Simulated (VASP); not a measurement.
An input for Quantum ESPRESSO's pw.x (written as the equivalent of a VASP run, and not itself run):

```
&CONTROL
  calculation = 'vc-relax'
  pseudo_dir = './pseudo'
  outdir = './out'
  tprnfor = .true.
  tstress = .true.
  nstep = 60
  forc_conv_thr = 0.00039
/
&SYSTEM
  ibrav = 0
  nat = 2
  ntyp = 2
  ecutwfc = 84
  occupations = 'smearing'
  smearing = 'gaussian'
  degauss = 0.003675
  input_dft = 'vdw-df-ob86'
/
&ELECTRONS
  conv_thr = 7.3e-08
  electron_maxstep = 100
/
&IONS
/
&CELL
/
ATOMIC_SPECIES
  Ga 69.723 Ga.upf
  N 14.007 N.upf
CELL_PARAMETERS angstrom
     0.0000000    2.2600000    2.2600000
     2.2600000    0.0000000    2.2600000
     2.2600000    2.2600000    0.0000000
ATOMIC_POSITIONS crystal
  Ga   0.0000000  0.0000000  0.0000000
  N    0.2500000  0.2500000  0.2500000
K_POINTS automatic
  9 9 9 0 0 0
```

Question: Write the VASP files for the same calculation (optB86b-vdW).

Answer: This is not unique; one that fits is 
**INCAR**
```
SYSTEM = GaN
PREC = Accurate
ENCUT = 520
EDIFF = 1E-6
NELM = 100
ALGO = Normal
LREAL = .FALSE.
LASPH = .TRUE.
ISMEAR = 0
SIGMA = 0.05
GGA = MK
PARAM1 = 0.1234
PARAM2 = 1.0
LUSE_VDW = .TRUE.
AGGAC = 0.0
LMAXMIX = 4
LWAVE = .FALSE.
LCHARG = .FALSE.
IBRION = 2
ISIF = 3
NSW = 60
EDIFFG = -0.01
```

KPOINTS:
```
Automatic mesh
0
gamma
9 9 9
0 0 0
```

File POSCAR:
```
GaN
1.0
  0.0000000000   2.2600000000   2.2600000000
  2.2600000000   0.0000000000   2.2600000000
  2.2600000000   2.2600000000   0.0000000000
Ga N
1 1
Cartesian
  0.0000000000   0.0000000000   0.0000000000
  1.1300000000   1.1300000000   1.1300000000
```

POTCAR, in this order: Ga_d N (PBE.64 set). Program: vasp_std.

What does not carry over: the potentials are each code's own (VASP's PAW set, PseudoDojo norm-conserving files in pw.x), so ENCUT and ecutwfc are chosen apart and not converted; conv_thr bounds pw.x's estimated SCF error, while EDIFF bounds the energy change between steps; forc_conv_thr acts on force components and is met together with etot_conv_thr.

The compound is GaN in the zinc blende structure, a metastable form; wurtzite is the usual one. The cell was not relaxed at this level.
